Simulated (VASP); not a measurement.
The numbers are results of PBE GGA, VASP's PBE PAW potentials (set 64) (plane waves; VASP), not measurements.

A VASP calculation is set up with these files.

File KPOINTS:
```
Automatic mesh
0
Gamma
5 5 5
0 0 0
```

### INCAR
```
ALGO = Normal
EDIFF = 1E-6
ENCUT = 300
GGA = PE
ISIF = 2
ISMEAR = -1
LASPH = .TRUE.
LCHARG = .FALSE.
LMAXMIX = 4
LREAL = .FALSE.
LWAVE = .FALSE.
NELM = 100
PREC = Accurate
SIGMA = 0.05
SYSTEM = NbP
```

POSCAR:
```
NbP
1
    5.6594610000     0.0000000000     0.0000000000
   -2.8297300000     4.9012370000     0.0000000000
    0.0000000000     0.0000000000     4.5666990000
Nb P
3 3
Direct
  0.5000000000   0.0000000000   0.0000000000
  0.5000000000   0.5000000000   0.0000000000
  0.0000000000   0.5000000000   0.0000000000
  0.0000000000   0.0000000000   0.0000000000
  0.3333330000   0.6666670000   0.5000000000
  0.6666670000   0.3333330000   0.5000000000
```

POTCAR, in this order: Nb_sv P (PBE.64 set). Program: vasp_std.

Output of the run:

OSZICAR:
```
       N       E                     dE             d eps       ncg     rms          rms(c)
DAV:   1     0.370399364919E+03    0.37040E+03   -0.22298E+04  1080   0.109E+03
DAV:   2    -0.158374066421E+02   -0.38624E+03   -0.38082E+03  1288   0.426E+02
DAV:   3    -0.479808301738E+02   -0.32143E+02   -0.31730E+02  1680   0.855E+01
DAV:   4    -0.505269380146E+02   -0.25461E+01   -0.25339E+01  1528   0.239E+01
DAV:   5    -0.506613220867E+02   -0.13438E+00   -0.13424E+00  1624   0.514E+00    0.133E+01
DAV:   6    -0.484441971475E+02    0.22171E+01   -0.18795E+01  1472   0.198E+01    0.566E+00
DAV:   7    -0.479684311987E+02    0.47577E+00   -0.38152E+00  1464   0.719E+00    0.339E+00
DAV:   8    -0.478990652681E+02    0.69366E-01   -0.42548E-01  1464   0.408E+00    0.851E-01
DAV:   9    -0.479021503947E+02   -0.30851E-02   -0.40829E-02  1568   0.903E-01    0.507E-01
DAV:  10    -0.479029396120E+02   -0.78922E-03   -0.59564E-03  1400   0.509E-01    0.117E-01
DAV:  11    -0.479030659475E+02   -0.12634E-03   -0.52667E-04  1496   0.117E-01    0.515E-02
DAV:  12    -0.479030981582E+02   -0.32211E-04   -0.92549E-05  1472   0.484E-02    0.997E-03
DAV:  13    -0.479031033708E+02   -0.52126E-05   -0.13647E-05  1248   0.153E-02    0.516E-03
DAV:  14    -0.479031047797E+02   -0.14089E-05   -0.69165E-06  1080   0.117E-02    0.172E-03
DAV:  15    -0.479031053370E+02   -0.55732E-06   -0.56983E-07   840   0.296E-03
   1 F= -.47903105E+02 E0= -.47882648E+02  d E =-.409155E-01
```

**OUTCAR**
```
------------------------ aborting loop because EDIFF is reached ----------------------------------------
  FORCE on cell =-STRESS in cart. coord.  units (eV):
  Direction    XX          YY          ZZ          XY          YZ          ZX
  --------------------------------------------------------------------------------------
  Total       -9.4659727     -9.4659727    -21.0145084     -0.0000010     -0.0000000      0.0000000
  in kB     -119.7271564   -119.7271565   -265.7949069     -0.0000122     -0.0000000      0.0000000
  external PRESSURE =    -168.4164066 kB  Pullay stress =       0.0000000 kB
  volume of cell :      126.67
      direct lattice vectors                 reciprocal lattice vectors
     5.659461000  0.000000000  0.000000000     0.176695272  0.102015045  0.000000000
    -2.829730000  4.901237000  0.000000000     0.000000000  0.204030125  0.000000000
     0.000000000  0.000000000  4.566699000     0.000000000  0.000000000  0.218976552
 POSITION                                       TOTAL-FORCE (eV/Angst)
 -----------------------------------------------------------------------------------
      2.82973      0.00000      0.00000        -0.000000      0.000000     -0.000000
      1.41487      2.45062      0.00000        -0.000000      0.000000     -0.000000
     -1.41487      2.45062      0.00000        -0.000000      0.000000     -0.000000
      0.00000      0.00000      0.00000        -0.000000      0.000000     -0.000000
     -0.00000      3.26749      2.28335        -0.000000      0.000000     -0.000000
      2.82973      1.63374      2.28335         0.000000      0.000000      0.000000
 -----------------------------------------------------------------------------------
    total drift:                               -0.000000      0.000000     -0.000000
  FREE ENERGIE OF THE ION-ELECTRON SYSTEM (eV)
  ---------------------------------------------------
  free  energy   TOTEN  =       -47.9031053370 eV

  energy  without entropy=      -47.8621898753  energy(sigma->0) =      -47.88264761
```
(Selected blocks of OUTCAR.)

At this cut-off the stress carries a Pulay error, which pulls relaxed volumes low.

The structure was generated: NbP was put into an ordered model structure, which need not be its known phase. The cell was not relaxed at this level.
